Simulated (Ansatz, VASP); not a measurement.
## Sn19Ge5O48 (Sn0.8Ge0.2O2, rutile) in two plane-wave programs

Wanted: the spread between two codes on one cell, functional and k mesh. The cell is invented: As first built, before any earlier steps moved the atoms (in the runner's words): 2x2x3 conventional cells of the SnO2 type (72 atoms: 48 O, 5 Ge, 19 Sn); Sn/Ge share their sites, the best of 600 random draws by like-pair counts in two shells; start lattice by linear mixing of the end members' cells; atoms moved at random by 0.02 A. It may not be a known or stable phase. Of the first pair: The structure shown is the end of the Ansatz relaxation below.

Calculated with Ansatz 0.2.0; plane waves, with VASP 6.6.1 beside it; single point at PBE.

## 1. Starting point

The cell holds 72 atoms: 48 O, 5 Ge and 19 Sn. Cell: a = 9.499 Å, b = 9.500 Å, c = 9.530 Å, α = 90.0°, β = 90.0°, γ = 90.0°. It derives from SnO2 (SnO2 type, space group 136), repeated 2×2×3. As first built, before any earlier steps moved the atoms (in the runner's words): 2x2x3 conventional cells of the SnO2 type (72 atoms: 48 O, 5 Ge, 19 Sn); Sn/Ge share their sites, the best of 600 random draws by like-pair counts in two shells; start lattice by linear mixing of the end members' cells; atoms moved at random by 0.02 A.

## 2. Ansatz: relaxation, PBE

Ansatz runs on its default PAW (the set named soft_2) files.

This run makes the geometry at which the two programs are then compared.

input.yaml reads:

```yaml
crystal:
  lattice:
    - [9.51579, -0.00161, 0.00207]
    - [-0.00161, 9.51668, 0.00057]
    - [0.00208, 0.00057, 9.51888]
  atoms:
    - { symbol: O, position: [0.14959, 0.15009, 0.01126] }
    - { symbol: O, position: [0.10206, 0.39548, 0.17765] }
    - { symbol: O, position: [0.33812, 0.33904, 0.01272] }
    - { symbol: O, position: [0.39238, 0.10415, 0.16655] }
    - { symbol: O, position: [0.16294, 0.1554, 0.33453] }
    - { symbol: O, position: [0.1027, 0.39826, 0.48873] }
    - { symbol: O, position: [0.34338, 0.33495, 0.33473] }
    - { symbol: O, position: [0.39863, 0.10243, 0.51032] }
    - { symbol: O, position: [0.15242, 0.16015, 0.65238] }
    - { symbol: O, position: [0.09849, 0.39953, 0.83249] }
    - { symbol: O, position: [0.33745, 0.34583, 0.65339] }
    - { symbol: O, position: [0.40465, 0.09415, 0.82148] }
    - { symbol: O, position: [0.15388, 0.65003, 0.99738] }
    - { symbol: O, position: [0.09169, 0.90472, 0.15532] }
    - { symbol: O, position: [0.34987, 0.84457, 0.00251] }
    - { symbol: O, position: [0.39962, 0.59488, 0.16741] }
    - { symbol: O, position: [0.14686, 0.64369, 0.33391] }
    - { symbol: O, position: [0.09689, 0.90299, 0.49857] }
    - { symbol: O, position: [0.34038, 0.84902, 0.33097] }
    - { symbol: O, position: [0.40308, 0.59846, 0.49925] }
    - { symbol: O, position: [0.15238, 0.6571, 0.66808] }
    - { symbol: O, position: [0.09954, 0.91436, 0.84567] }
    - { symbol: O, position: [0.35078, 0.85678, 0.66596] }
    - { symbol: O, position: [0.40019, 0.59397, 0.83324] }
    - { symbol: O, position: [0.65022, 0.15324, 0.00263] }
    - { symbol: O, position: [0.5994, 0.40307, 0.16747] }
    - { symbol: O, position: [0.84485, 0.34922, 0.9972] }
    - { symbol: O, position: [0.90825, 0.09416, 0.15519] }
    - { symbol: O, position: [0.65517, 0.15358, 0.33133] }
    - { symbol: O, position: [0.59838, 0.40181, 0.49882] }
    - { symbol: O, position: [0.85964, 0.34788, 0.33348] }
    - { symbol: O, position: [0.90291, 0.09564, 0.49901] }
    - { symbol: O, position: [0.64692, 0.14382, 0.66555] }
    - { symbol: O, position: [0.58889, 0.39445, 0.83349] }
    - { symbol: O, position: [0.8473, 0.34151, 0.66842] }
    - { symbol: O, position: [0.91032, 0.09483, 0.84545] }
    - { symbol: O, position: [0.65487, 0.65423, 0.00039] }
    - { symbol: O, position: [0.59443, 0.90671, 0.16887] }
    - { symbol: O, position: [0.85509, 0.85435, 0.99987] }
    - { symbol: O, position: [0.91132, 0.58894, 0.17942] }
    - { symbol: O, position: [0.649, 0.65574, 0.33261] }
    - { symbol: O, position: [0.5882, 0.90842, 0.51045] }
    - { symbol: O, position: [0.84604, 0.8519, 0.33472] }
    - { symbol: O, position: [0.90914, 0.58741, 0.48717] }
    - { symbol: O, position: [0.6569, 0.64752, 0.6668] }
    - { symbol: O, position: [0.59262, 0.9076, 0.82157] }
    - { symbol: O, position: [0.8531, 0.84458, 0.66473] }
    - { symbol: O, position: [0.9057, 0.5954, 0.83291] }
    - { symbol: Ge, position: [0.00331, 0.00295, 0.00188] }
    - { symbol: Ge, position: [0.24695, 0.24701, 0.1719] }
    - { symbol: Ge, position: [0.25079, 0.25064, 0.49623] }
    - { symbol: Ge, position: [0.00642, 0.49262, 0.3338] }
    - { symbol: Ge, position: [0.49801, 0.00117, 0.66509] }
    - { symbol: Sn, position: [0.00404, 0.00375, 0.32949] }
    - { symbol: Sn, position: [0.00313, 0.00236, 0.66864] }
    - { symbol: Sn, position: [0.24788, 0.2443, 0.83273] }
    - { symbol: Sn, position: [0.00324, 0.49562, 0.00398] }
    - { symbol: Sn, position: [0.24319, 0.74681, 0.16666] }
    - { symbol: Sn, position: [0.24922, 0.75036, 0.49946] }
    - { symbol: Sn, position: [0.00286, 0.4964, 0.6618] }
    - { symbol: Sn, position: [0.25208, 0.75581, 0.83337] }
    - { symbol: Sn, position: [0.49729, 0.00153, 0.9984] }
    - { symbol: Sn, position: [0.7564, 0.2515, 0.16659] }
    - { symbol: Sn, position: [0.49267, 0.00654, 0.33688] }
    - { symbol: Sn, position: [0.75088, 0.24839, 0.49944] }
    - { symbol: Sn, position: [0.74731, 0.24253, 0.83334] }
    - { symbol: Sn, position: [0.49661, 0.49623, 0.00149] }
    - { symbol: Sn, position: [0.7546, 0.75159, 0.16729] }
    - { symbol: Sn, position: [0.49614, 0.49584, 0.33298] }
    - { symbol: Sn, position: [0.7495, 0.74861, 0.49928] }
    - { symbol: Sn, position: [0.4971, 0.49632, 0.66548] }
    - { symbol: Sn, position: [0.75252, 0.75321, 0.83309] }
kpoints:
  mp_grid: { grid: [1, 1, 1] }
hamiltonian:
  xc: pbe
scf:
  occupations: { method: fermi_dirac, width: 0.01 }
output:
  forces: true
  stress: true
relax:
  f_tol: 0.02
  max_steps: 25
  cell: { stress_tol: 0.1 }
```

Started as:

```
ansatz run input.yaml --threads 8 --pin off --max-ram 15360MiB --backend cpu --events-out ev --progress --plain --runs-dir out
```

Numbers of over 12 decimals in the logs are rounded to 6 here.

The log of the run:

```text
The last accepted step is kept in <dir> (removed where the run ends without a failure and the disk answers)
Engine: ansatz 0.2.0, aarch64-unknown-linux-gnu
Pseudopotentials: kind: paw
Pseudopotential: O, paw, valence charge 6, recommended cutoff 420 eV (normal), O.paw.azcp
Pseudopotential: Ge, paw, valence charge 14, recommended cutoff 420 eV (normal), Ge.paw.azcp
Pseudopotential: Sn, paw, valence charge 14, recommended cutoff 420 eV (normal), Sn.paw.azcp
Functional definition: PBE
  parameter kappa = 0.804
  parameter beta = 0.066725
  exchange = pbe_x(kappa = kappa, mu = beta*pi^2/3)
  correlation = pbe_c(beta = beta)
Crystal: 72 atoms, lattice volume = 862.018 Å³
Basis set: ecut = 420 eV, 16839 PW (Γ), exchange–correlation on 128×128×128 points (8 copies of the dense FFT grid, shifted against one another)
Bands: 384, of which v1, the nominal top of the filled ones, is band 312 counted from 1 (311 counted from 0)
Symmetry: 1 space group operations
Space group: P1 (ITA 1), of the structure as read, at distance tolerance 9.5e-5 Å
k-points: 1
Non-local potential: O, projectors of the file, l = 0: 2, l = 1: 2, l = 2: 1
Non-local potential: Ge, projectors of the file, l = 0: 2, l = 1: 2, l = 2: 3, l = 3: 1
Non-local potential: Sn, projectors of the file, l = 0: 2, l = 1: 2, l = 2: 2, l = 3: 2
PAW form: soft (Blöchl's): semilocal exchange-correlation on the pseudo side does not see the compensation charge
PAW one-centre angular grid: O, 110 points (default); XC on 64 Gauss nodes
PAW one-centre angular grid: Ge, 590 points (default); XC on 64 Gauss nodes
PAW one-centre angular grid: Sn, 590 points (default); XC on 64 Gauss nodes
Initial density: superposition of atomic densities (neutral atoms: chi_scale 0, normalization atom), corrected by the library's trained network
Initial wavefunctions: pseudopotential atomic-orbital guess
Functional: x = pbe(κ = 0.804, μ = 0.219515), c = pbe(β = 0.066725)
SCF iter   1: F=—  HF=-163165.867052 eV  |F-HF|=—  |Δ(HF+E_count)|=         —  Δρ=2.29e-3  dr2=2.52e-2  ethr=1.77e-3  ⟨swp⟩=5.0  Hψ=1499  notcnv=0  defer=36
preconditioner: auto → Resta (q_TF=auto, 2.585 Å⁻¹)  ε∞=3.6  [insulator: Δε(μ)=0.651 eV  Ē_g=19.746 eV  σ=0.010 eV  W_gap=1.00  n_scr=250 (ndim 8)  ℏωp=31.6 eV  f_vac=0.033  D(μ)=0.00/eV (n_scr^D=0)  ε∞_Penn≈3.6]
SCF iter   2: F=—  HF=-163165.867878 eV  |F-HF|=—  |Δ(HF+E_count)|=   8.26e-4  Δρ=1.12e-3  dr2=4.62e-3  ethr=4.04e-6  ⟨swp⟩=3.0  Hψ=766  notcnv=0  defer=63
SCF iter   3: F=—  HF=-163165.870087 eV  |F-HF|=—  |Δ(HF+E_count)|=   2.21e-3  Δρ=4.32e-4  dr2=1.18e-3  ethr=7.40e-7  ⟨swp⟩=2.0  Hψ=642  notcnv=0  defer=63
SCF iter   4: F=—  HF=-163165.870254 eV  |F-HF|=—  |Δ(HF+E_count)|=   1.67e-4  Δρ=1.34e-4  dr2=1.26e-4  ethr=1.89e-7  ⟨swp⟩=2.0  Hψ=628  notcnv=0  defer=63
SCF iter   5: F=—  HF=-163165.870247 eV  |F-HF|=—  |Δ(HF+E_count)|=   7.70e-6  Δρ=5.13e-5  dr2=1.96e-5  ethr=2.03e-8  ⟨swp⟩=2.0  Hψ=503  notcnv=0  defer=63
SCF iter   6: F=—  HF=-163165.871709 eV  |F-HF|=—  |Δ(HF+E_count)|=   1.46e-3  Δρ=2.35e-5  dr2=4.02e-6  ethr=3.15e-9  ⟨swp⟩=2.0  Hψ=633  notcnv=0  defer=63
SCF iter   7: F=—  HF=-163165.871710 eV  |F-HF|=—  |Δ(HF+E_count)|=   1.05e-6  Δρ=8.62e-6  dr2=5.01e-7  ethr=6.44e-10  ⟨swp⟩=2.0  Hψ=617  notcnv=0  defer=63
SCF iter   8: F=-163165.871710 eV  HF=-163165.871710 eV  |F-HF|=2.63e-8  |Δ(HF+E_count)|=   2.18e-7  Δρ=2.80e-6  dr2=5.61e-8  ethr=1.60e-11  ⟨swp⟩=4.0  Hψ=1156  notcnv=0
SCF 1 converged in 8 iterations: F = -163165.871710 eV  dr2 = 5.61e-8
  greatest PAW one-centre occupation: 0.999 electrons in one spin orbital (limit 2), on the Ge atom at site 48 (counted from 0), in its partial waves of l = 2
relax step   1: F+E_penalty+E_count = -163165.87171025 eV  Δ(F+E_penalty+E_count) = +0.000e0 eV  max|allowed force component| = 3.358e-2 eV/Å  Δτ_max = 0.0000 Å  P = -0.367 GPa  Ω = 862.018 Å³  (8 SCF iters, dr2 threshold 1.00e-7 eV, accepted)
Crystal: 72 atoms, lattice volume = 860.197 Å³
Basis set: ecut = 420 eV, 16841 PW (Γ), exchange–correlation on 128×128×128 points (8 copies of the dense FFT grid, shifted against one another)
Initial density: handed on by an earlier stage of this run
Initial wavefunctions: those handed on with the density
iter 1 solved again at ethr=2.72e-7 eV; its pass at ethr=3.10e-3 eV (dr2=1.70e-3 eV) is discarded
SCF iter   1: F=—  HF=-163165.883040 eV  |F-HF|=—  |Δ(HF+E_count)|=         —  Δρ=7.25e-4  dr2=2.02e-3  ethr=2.72e-7  ⟨swp⟩=8.0  Hψ=1832  notcnv=0
preconditioner: auto → Resta (q_TF=auto, 2.586 Å⁻¹)  ε∞=3.6  [insulator: Δε(μ)=0.644 eV  Ē_g=19.762 eV  σ=0.010 eV  W_gap=1.00  n_scr=250 (ndim 8)  ℏωp=31.6 eV  f_vac=0.032  D(μ)=0.00/eV (n_scr^D=0)  ε∞_Penn≈3.6]
SCF iter   2: F=—  HF=-163165.882624 eV  |F-HF|=—  |Δ(HF+E_count)|=   4.16e-4  Δρ=3.49e-4  dr2=4.57e-4  ethr=2.72e-7  ⟨swp⟩=2.0  Hψ=501  notcnv=0
[...]
atom  32  O      0.00197417    -0.00372476    -0.00009278
  atom  33  O      0.00510590     0.00557614    -0.00142481
  atom  34  O     -0.00187466     0.00336490    -0.00014549
  atom  35  O     -0.00165224    -0.00049640     0.00043415
  atom  36  O      0.00152200    -0.00127275     0.00065056
  atom  37  O      0.00155791     0.00094561     0.00036615
  atom  38  O     -0.00102474     0.00090990     0.00042133
  atom  39  O     -0.00519760    -0.00573140    -0.00013481
  atom  40  O     -0.00098281    -0.00018688     0.00156644
  atom  41  O      0.00273968     0.00202622     0.00022074
  atom  42  O     -0.00069206     0.00028926     0.00082643
  atom  43  O     -0.00313071    -0.00361768     0.00147762
  atom  44  O     -0.00013448    -0.00061254    -0.00197112
  atom  45  O      0.00261972     0.00237905    -0.00022721
  atom  46  O     -0.00199209     0.00098357    -0.00243973
  atom  47  O     -0.00336289    -0.00406071    -0.00184095
  atom  48  O      0.00234293    -0.00310398     0.00053851
  atom  49  Ge     0.00088739     0.00198699     0.00042528
  atom  50  Ge    -0.00282728    -0.00283554     0.01496310
  atom  51  Ge     0.00189447     0.00064839    -0.00759321
  atom  52  Ge     0.00612013    -0.00568315     0.00367832
  atom  53  Ge     0.00071822    -0.00033180     0.00498283
  atom  54  Sn     0.00452284     0.00465335    -0.00848098
  atom  55  Sn     0.00231419     0.00302846     0.00880412
[...]
atom  65  Sn    -0.00040638    -0.00083084     0.00190887
  atom  66  Sn    -0.00195085    -0.00689189     0.00088607
  atom  67  Sn    -0.00133247    -0.00069284    -0.00046049
  atom  68  Sn     0.00325556     0.00304464    -0.00277784
  atom  69  Sn    -0.00369813    -0.00377665     0.00109954
  atom  70  Sn    -0.00103464     0.00081937     0.00258011
  atom  71  Sn    -0.00289992    -0.00211963    -0.00010916
  atom  72  Sn     0.00129704     0.00575891     0.00055338
  max |Σ_I F_I| component: 3.45e-6 eV/Å
--- Stress (GPa, compression-positive) ---
       -0.014441      -0.006648      -0.001159
       -0.006648      -0.011987       0.001344
       -0.001159       0.001344      -0.081556
  P = ⅓ Tr σ = -0.0360 GPa (-0.360 kbar)
--- Relaxed structure (4 steps of the walk, 4 accepted, 1 SCFs on fresh bases) ---
  F+E_penalty+E_count = -163165.88625525 eV   max|allowed force component| = 1.496e-2 eV/Å   (the final SCF, on the basis selected at the relaxed cell)
  cell:  # Å, volume = 860.0718 Å³
    - [9.499303, -0.00202888, 0.00260341]
    - [-0.00202885, 9.500469, 0.000640595]
    - [0.00260753, 0.000638965, 9.530112]
  atoms:
    - { symbol: O, position: [0.149248, 0.149927, 0.010950] }
    - { symbol: O, position: [0.102312, 0.395254, 0.177479] }
    - { symbol: O, position: [0.337948, 0.338934, 0.012492] }
    - { symbol: O, position: [0.392096, 0.104291, 0.166573] }
    - { symbol: O, position: [0.163062, 0.155234, 0.334481] }
    - { symbol: O, position: [0.102998, 0.398208, 0.488888] }
    - { symbol: O, position: [0.343635, 0.334743, 0.334833] }
    - { symbol: O, position: [0.398488, 0.102757, 0.510095] }
    - { symbol: O, position: [0.152118, 0.160331, 0.652614] }
    - { symbol: O, position: [0.098498, 0.399465, 0.832436] }
    - { symbol: O, position: [0.337205, 0.346087, 0.653588] }
    - { symbol: O, position: [0.404618, 0.094117, 0.821675] }
    - { symbol: O, position: [0.153979, 0.649984, 0.997416] }
    - { symbol: O, position: [0.091526, 0.904537, 0.155482] }
    - { symbol: O, position: [0.350145, 0.844253, 0.00247988] }
    - { symbol: O, position: [0.399534, 0.594685, 0.167401] }
    - { symbol: O, position: [0.146762, 0.643556, 0.333912] }
    - { symbol: O, position: [0.096841, 0.902929, 0.498564] }
    - { symbol: O, position: [0.340040, 0.849032, 0.330992] }
    - { symbol: O, position: [0.403286, 0.598559, 0.499264] }
    - { symbol: O, position: [0.152415, 0.657343, 0.668061] }
    - { symbol: O, position: [0.099857, 0.914622, 0.845451] }
    - { symbol: O, position: [0.350880, 0.856926, 0.665981] }
    - { symbol: O, position: [0.400254, 0.593940, 0.833290] }
[...]
- { symbol: O, position: [0.648864, 0.656053, 0.332594] }
    - { symbol: O, position: [0.587937, 0.908520, 0.510222] }
    - { symbol: O, position: [0.845884, 0.851982, 0.334680] }
    - { symbol: O, position: [0.909119, 0.587150, 0.487420] }
    - { symbol: O, position: [0.657166, 0.647375, 0.666778] }
    - { symbol: O, position: [0.592668, 0.907655, 0.821783] }
    - { symbol: O, position: [0.853260, 0.844333, 0.664727] }
    - { symbol: O, position: [0.905824, 0.595395, 0.832848] }
    - { symbol: Ge, position: [0.00342251, 0.00304313, 0.00189519] }
    - { symbol: Ge, position: [0.246824, 0.247031, 0.171857] }
    - { symbol: Ge, position: [0.250824, 0.250685, 0.496313] }
    - { symbol: Ge, position: [0.0065311, 0.492509, 0.333788] }
    - { symbol: Ge, position: [0.497984, 0.00119709, 0.665089] }
    - { symbol: Sn, position: [0.00410917, 0.00379743, 0.329563] }
    - { symbol: Sn, position: [0.00313459, 0.00235866, 0.668508] }
    - { symbol: Sn, position: [0.247805, 0.244156, 0.832708] }
    - { symbol: Sn, position: [0.00334732, 0.495524, 0.00390728] }
    - { symbol: Sn, position: [0.243104, 0.746738, 0.166679] }
    - { symbol: Sn, position: [0.249222, 0.750347, 0.499447] }
    - { symbol: Sn, position: [0.00295514, 0.496300, 0.661845] }
    - { symbol: Sn, position: [0.252155, 0.755893, 0.833377] }
    - { symbol: Sn, position: [0.497250, 0.00158425, 0.998500] }
    - { symbol: Sn, position: [0.756494, 0.251551, 0.166600] }
    - { symbol: Sn, position: [0.492433, 0.00679147, 0.336819] }
    - { symbol: Sn, position: [0.750919, 0.248409, 0.499429] }
    - { symbol: Sn, position: [0.747268, 0.242420, 0.833342] }
    - { symbol: Sn, position: [0.496538, 0.496139, 0.00151118] }
    - { symbol: Sn, position: [0.754696, 0.751678, 0.167305] }
    - { symbol: Sn, position: [0.496109, 0.495767, 0.332994] }
    - { symbol: Sn, position: [0.749483, 0.748624, 0.499264] }
    - { symbol: Sn, position: [0.497085, 0.496291, 0.665480] }
    - { symbol: Sn, position: [0.752607, 0.753264, 0.833092] }
```

(Part 1 of 4 ends here.)

[Lines on the potential files, build, host, timing and source positions are cut from VASP's logs without a mark.]

[Logs are printed without paths, hosts, clocks, repeated set-up lines and the standing remarks that a program may print on its own settings, such as how far it seeks lower states.]

[Hosts, paths, dates, database ids (printed as entryN), source tags and the programs' standing remarks are cut or masked in the printed files.]
